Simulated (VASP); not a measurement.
Here is the system:

```
InP
1.0
    0.00000     2.99988     2.99988
    2.99988     0.00000     2.99988
    2.99988     2.99988     0.00000
In P
1 1
Direct
  0.00000   0.00000   0.00000
  0.25000   0.25000   0.25000
```

The numbers are results of PBE GGA, VASP's PBE PAW potentials (set 64) (plane waves; VASP), not measurements. Settings: 480 eV cut-off, 7×7×7 Γ-centred mesh, Gaussian smearing of 0.050 eV, potentials In P.

Unless said otherwise, spin-orbit coupling is left out, though it shifts the bands of the heavy elements here.

Question: Predict the energy per atom (σ→0), band gap (on the k-mesh) with the smallest direct gap where there is one.

Answer: 
The band gap (on the k-mesh) is 0.38 eV and the smallest direct gap (on the k-mesh) is 0.38 eV. The energy per atom (σ→0) is -4.170 eV/atom.

Total energies compare only between runs with the same potentials, cut-off and functional.

The compound is InP in the zinc blende structure. It was relaxed first, which changed the volume by +7 %. The start is the result of an earlier pass.
